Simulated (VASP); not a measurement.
Calculation: PBE GGA with D3 dispersion (zero damping), VASP's PBE PAW potentials (set 64) (plane waves; VASP).

VASP input:

INCAR:
```
! general
SYSTEM   =  Hf
PREC     =  Accurate
ENCUT    =  520   ! plane-wave cut-off (eV)
LREAL    =  .FALSE.   ! projection in real space or not
LASPH    =  .TRUE.

! electronic loop
EDIFF    =  1E-7
NELM     =  100   ! most electronic steps
ALGO     =  Normal
LMAXMIX  =  6

! smearing
ISMEAR   =  1   ! Methfessel-Paxton
SIGMA    =  0.1   ! width (eV)

! functional
GGA      =  PE   ! PBE
IVDW     =  11   ! D3, zero damping

! ions
IBRION   =  2
NSW      =  30
ISIF     =  4
EDIFFG   =  -0.01   ! ionic stop

! output
LWAVE    =  .FALSE.
LCHARG   =  .FALSE.
```

POSCAR:
```
Hf
1.0
  1.5506874358  -2.6858693890   0.0000000000
  1.5506874358   2.6858693890   0.0000000000
  0.0000000000   0.0000000000   4.9071525056
Hf
2
Cart
  1.5506874358   0.8952915869   1.2267881264
  1.5506874358  -0.8952915869   3.6803643792
```

### KPOINTS
```
Automatic mesh
0
Gamma
13 13 7
0 0 0
```

POTCAR, in this order: Hf_pv (PBE.64 set). Program: vasp_std.

The resulting files:

**OUTCAR**
```
 ion  position               nearest neighbor table
   1  0.333  0.667  0.250-   2 3.04   2 3.04   2 3.04   2 3.04   2 3.04   2 3.04
   2  0.667  0.333  0.750-   1 3.04   1 3.04   1 3.04   1 3.04   1 3.04   1 3.04
  LATTYP: Found a hexagonal cell.
 ALAT       =     3.1013748400
 C/A-ratio  =     1.5822506981
 Subroutine PRICEL returns:
 Original cell was already a primitive cell.
 Subroutine GETGRP returns: Found 24 space group operations
The static configuration has the point symmetry D_3d.
 The point group associated with its full space group is D_6h.
The dynamic configuration has the point symmetry D_3d.
 Subroutine INISYM returns: Found 24 space group operations
 Subroutine IBZKPT returns following result:
 Found     84 irreducible k-points:

 Following reciprocal coordinates:
            Coordinates               Weight
  0.000000  0.000000  0.000000      1.000000
  0.076923  0.000000  0.000000      6.000000
  0.153846  0.000000  0.000000      6.000000
  0.230769  0.000000  0.000000      6.000000
  0.307692  0.000000  0.000000      6.000000
  0.384615  0.000000  0.000000      6.000000
  0.461538 -0.000000  0.000000      6.000000
  0.076923  0.076923  0.000000      6.000000
  0.153846  0.076923  0.000000     12.000000
  0.230769  0.076923  0.000000     12.000000
  0.307692  0.076923  0.000000     12.000000
  0.384615  0.076923  0.000000     12.000000
  0.461538  0.076923  0.000000      6.000000
  0.153846  0.153846  0.000000      6.000000
  0.230769  0.153846  0.000000     12.000000
  0.307692  0.153846  0.000000     12.000000
  0.384615  0.153846  0.000000     12.000000
  0.230769  0.230769  0.000000      6.000000
  0.307692  0.230769  0.000000     12.000000
  0.384615  0.230769  0.000000      6.000000
  0.307692  0.307692  0.000000      6.000000
  0.000000  0.000000  0.142857      2.000000
...
```

**OSZICAR**
```
       N       E                     dE             d eps       ncg     rms          rms(c)
DAV:   1     0.484373538701E+02    0.48437E+02   -0.11771E+04  2360   0.137E+03
DAV:   2    -0.184460135888E+02   -0.66883E+02   -0.65682E+02  2940   0.272E+02
DAV:   3    -0.203112496657E+02   -0.18652E+01   -0.18371E+01  3168   0.305E+01
DAV:   4    -0.203265302165E+02   -0.15281E-01   -0.15261E-01  2712   0.341E+00
DAV:   5    -0.203267391382E+02   -0.20892E-03   -0.20887E-03  3196   0.322E-01    0.697E+01
DAV:   6    -0.198781013870E+02    0.44864E+00   -0.39980E-01  2484   0.508E+00    0.414E+01
DAV:   7    -0.197153134646E+02    0.16279E+00   -0.68611E-01  2526   0.639E+00    0.202E+00
DAV:   8    -0.197075564218E+02    0.77570E-02   -0.44893E-02  2598   0.167E+00    0.288E-01
DAV:   9    -0.197076529403E+02   -0.96518E-04   -0.94843E-04  3282   0.249E-01    0.201E-01
DAV:  10    -0.197076450134E+02    0.79269E-05   -0.59592E-05  2616   0.641E-02    0.331E-01
DAV:  11    -0.197076452138E+02   -0.20040E-06   -0.10510E-05  2898   0.265E-02    0.211E-02
DAV:  12    -0.197076455990E+02   -0.38520E-06   -0.85987E-07  3048   0.737E-03    0.816E-03
DAV:  13    -0.197076454750E+02    0.12403E-06   -0.31216E-08  1872   0.154E-03    0.304E-03
DAV:  14    -0.197076454188E+02    0.56229E-07   -0.35934E-09  1680   0.594E-04
   1 F= -.20590146E+02 E0= -.20589845E+02  d E =-.205901E+02
       N       E                     dE             d eps       ncg     rms          rms(c)
DAV:   1    -0.197096674264E+02   -0.20220E-02   -0.12318E-01  2352   0.293E+00    0.307E-01
DAV:   2    -0.197083135299E+02    0.13539E-02   -0.19421E-03  3084   0.350E-01    0.143E-01
DAV:   3    -0.197078935956E+02    0.41993E-03   -0.48792E-04  3074   0.158E-01    0.115E-01
DAV:   4    -0.197078311912E+02    0.62404E-04   -0.15402E-04  3210   0.912E-02    0.517E-02
DAV:   5    -0.197078315132E+02   -0.32197E-06   -0.81699E-06  2778   0.218E-02    0.451E-03
DAV:   6    -0.197078314684E+02    0.44774E-07   -0.24289E-07  2626   0.362E-03
   2 F= -.20590571E+02 E0= -.20590287E+02  d E =-.425340E-03
```

File OUTCAR:
```
------------------------ aborting loop because EDIFF is reached ----------------------------------------
 Edisp (eV)   -0.88274
  FORCE on cell =-STRESS in cart. coord.  units (eV):
  Direction    XX          YY          ZZ          XY          YZ          ZX
  --------------------------------------------------------------------------------------
  Total       1.94308     1.94308     1.94749    -0.00000    -0.00000     0.00000
  in kB      76.16116    76.16116    76.33376    -0.00000    -0.00000     0.00000
  external pressure =       76.22 kB  Pullay stress =        0.00 kB
  volume of cell :       40.88
      direct lattice vectors                 reciprocal lattice vectors
     1.547867633 -2.680985344 -0.000000000     0.323025037 -0.186498595  0.000000000
     1.547867633  2.680985344  0.000000000     0.323025037  0.186498595 -0.000000000
     0.000000000  0.000000000  4.925047850    -0.000000000 -0.000000000  0.203043713
 POSITION                                       TOTAL-FORCE (eV/Angst)
 -----------------------------------------------------------------------------------
      1.54787      0.89366      1.23126         0.000000     -0.000000      0.000000
      1.54787     -0.89366      3.69379        -0.000000      0.000000      0.000000
 -----------------------------------------------------------------------------------
    total drift:                               -0.000003      0.000169     -0.000015
  FREE ENERGIE OF THE ION-ELECTRON SYSTEM (eV)
  ---------------------------------------------------
  free  energy   TOTEN  =       -20.5905714619 eV

  energy  without entropy=      -20.5897171489  energy(sigma->0) =      -20.59028669

 reached required accuracy - stopping structural energy minimisation
```
(Selected blocks of OUTCAR.)

CONTCAR:
```
Hf
   1.00000000000000
     1.5478676327552585   -2.6809853436123849   -0.0000000000000000
     1.5478676327552585    2.6809853436123849    0.0000000000000000
     0.0000000000000000    0.0000000000000000    4.9250478499375410
  Hf
     2
Direct
     0.3333330000000032    0.6666669999999968    0.2500000000000000
     0.6666669999999968    0.3333330000000032    0.7500000000000000
```

File OUTCAR:
```
 val. band max:        5.5711122728   @ k =   0.3846   0.2308   0.2857

 cond. band min:       5.6023421413   @ k =   0.3846   0.2308   0.4286


 Fermi energy:         5.5844649204

 k-point     1 :       0.0000    0.0000    0.0000
  band No.  band energies     occupation
      1     -25.4626      2.00000
      2     -24.4698      2.00000
      3     -24.4698      2.00000
      4     -24.3078      2.00000
      5     -24.3057      2.00000
      6     -24.3057      2.00000
      7      -2.1166      2.00000
      8       1.5538      2.00000
      9       6.5161     -0.00000
     10       6.7722     -0.00000
     11       6.7722     -0.00000
     12       7.0198     -0.00000
     13       7.6839      0.00000
     14       7.6840      0.00000

 k-point     2 :       0.0769    0.0000    0.0000
  band No.  band energies     occupation
      1     -25.4421      2.00000
      2     -24.5156      2.00000
      3     -24.4849      2.00000
      4     -24.3540      2.00000
      5     -24.3169      2.00000
      6     -24.3117      2.00000
      7      -1.9157      2.00000
      8       1.7512      2.00000
      9       6.2193     -0.00000
     10       6.2634     -0.00000
     11       6.9618     -0.00000
     12       7.3828     -0.00000
     13       7.4938     -0.00000
     14       7.8646      0.00000

 k-point     3 :       0.1538    0.0000    0.0000
  band No.  band energies     occupation
      1     -25.3827      2.00000
      2     -24.6423      2.00000
      3     -24.5254      2.00000
      4     -24.4844      2.00000
      5     -24.3443      2.00000
      6     -24.3293      2.00000
      7      -1.3423      2.00000
      8       2.2828      2.00000
      9       5.4908      2.03452
     10       5.5619      1.37151
     11       6.9275     -0.00000
     12       7.5219     -0.00000
     13       7.7137      0.00000
     14       7.8035      0.00000

 k-point     4 :       0.2308    0.0000    0.0000
  band No.  band energies     occupation
...
```

Unless said otherwise, spin-orbit coupling is left out, though it shifts the bands of the heavy elements here.

The compound is Hf in the hcp structure. This cell is one point of a volume scan, at 0.94 of the reference volume. Symmetry was kept, so distortions that lower it aren't found.
